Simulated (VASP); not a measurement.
Calculation: PBE GGA with D3 dispersion (Becke-Johnson damping), VASP's PBE PAW potentials (set 64) (plane waves; VASP 6.6.1).

VASP input:

### POSCAR
```
KF
1
    0.0000000000     2.6735000000     2.6735000000
    2.6735000000     0.0000000000     2.6735000000
    2.6735000000     2.6735000000     0.0000000000
K F
1 1
Direct
  0.0000000000   0.0000000000   0.0000000000
  0.5000000000   0.5000000000   0.5000000000
```

File KPOINTS:
```
k-points along high-symmetry lines
15
Line-mode
Reciprocal
  0.000000   0.000000   0.000000 ! GAMMA
  0.500000   0.000000   0.500000 ! X

  0.500000   0.000000   0.500000 ! X
  0.625000   0.250000   0.625000 ! U

  0.375000   0.375000   0.750000 ! K
  0.000000   0.000000   0.000000 ! GAMMA

  0.000000   0.000000   0.000000 ! GAMMA
  0.500000   0.500000   0.500000 ! L

  0.500000   0.500000   0.500000 ! L
  0.500000   0.250000   0.750000 ! W

  0.500000   0.250000   0.750000 ! W
  0.500000   0.000000   0.500000 ! X
```

### INCAR
```
! general
SYSTEM=KF
PREC  =Accurate
ENCUT =520
LREAL =F
LASPH =T   ! aspherical one-centre terms
ICHARG=11   ! fixed density

! electronic loop
EDIFF =1E-7   ! SCF stop (eV)
NELM  =100
ALGO  =Normal   ! blocked Davidson

! smearing
ISMEAR=0   ! Gaussian
SIGMA =0.05   ! width (eV)

! functional
GGA   =PE   ! PBE
IVDW  =12   ! D3, Becke-Johnson

! output
LWAVE =F
LCHARG=F
LORBIT=11
```

POTCAR, in this order: K_sv F (PBE.64 set). Program: vasp_std. Read from the step before: CHGCAR.

Output of the run:

File OSZICAR:
```
       N       E                     dE             d eps       ncg     rms          rms(c)
DAV:   1     0.113730057330E+03    0.11373E+03   -0.83900E+03  2160   0.128E+03
DAV:   2    -0.227497289413E+01   -0.11601E+03   -0.10587E+03  2656   0.324E+02
DAV:   3    -0.770122191164E+01   -0.54262E+01   -0.53862E+01  2736   0.650E+01
DAV:   4    -0.787777752366E+01   -0.17656E+00   -0.17642E+00  3432   0.104E+01
DAV:   5    -0.787960214480E+01   -0.18246E-02   -0.18246E-02  2724   0.108E+00
DAV:   6    -0.787967363691E+01   -0.71492E-04   -0.71492E-04  3264   0.109E-01
DAV:   7    -0.787967389191E+01   -0.25500E-06   -0.25496E-06  2760   0.114E-02
DAV:   8    -0.787967389407E+01   -0.21587E-08   -0.21514E-08  1976   0.891E-04
   1 F= -.81955390E+01 E0= -.81955390E+01  d E =-.676989E-21
```

**OUTCAR**
```
 val. band max:       -2.8095925572   @ k =   0.0000   0.0000   0.0000

 cond. band min:       3.3466003803   @ k =   0.0000   0.0000   0.0000



 k-point     1 :       0.0000    0.0000    0.0000
  band No.  band energies     occupation
      1     -28.9520      2.00000
      2     -21.4642      2.00000
      3     -12.2039      2.00000
      4     -12.2039      2.00000
      5     -12.2039      2.00000
      6      -2.8096      2.00000
      7      -2.8096      2.00000
      8      -2.8096      2.00000
      9       3.3466      0.00000
     10       7.8647      0.00000
     11       7.8647      0.00000
     12       7.8647      0.00000

 k-point     2 :       0.0357    0.0000    0.0357
  band No.  band energies     occupation
      1     -28.9505      2.00000
      2     -21.4663      2.00000
      3     -12.2065      2.00000
      4     -12.2065      2.00000
      5     -12.2047      2.00000
      6      -2.8344      2.00000
      7      -2.8113      2.00000
      8      -2.8113      2.00000
      9       3.3955      0.00000
     10       7.8120      0.00000
     11       7.8985      0.00000
     12       7.8985      0.00000

 k-point     3 :       0.0714    0.0000    0.0714
  band No.  band energies     occupation
      1     -28.9460      2.00000
      2     -21.4705      2.00000
      3     -12.2143      2.00000
      4     -12.2143      2.00000
      5     -12.2079      2.00000
      6      -2.9027      2.00000
      7      -2.8163      2.00000
      8      -2.8163      2.00000
      9       3.5372      0.00000
     10       7.6639      0.00000
     11       7.9990      0.00000
     12       7.9990      0.00000

 k-point     4 :       0.1071    0.0000    0.1071
  band No.  band energies     occupation
      1     -28.9387      2.00000
      2     -21.4762      2.00000
      3     -12.2267      2.00000
      4     -12.2267      2.00000
      5     -12.2160      2.00000
      6      -2.9989      2.00000
      7      -2.8238      2.00000
...
```

The density is held fixed in this step, so its total energy and stress have no physical meaning.

The structure comes from a measured KF entry (Fm-3m) of the Crystallography Open Database, whose conditions weren't checked. The cell was not relaxed at this level.
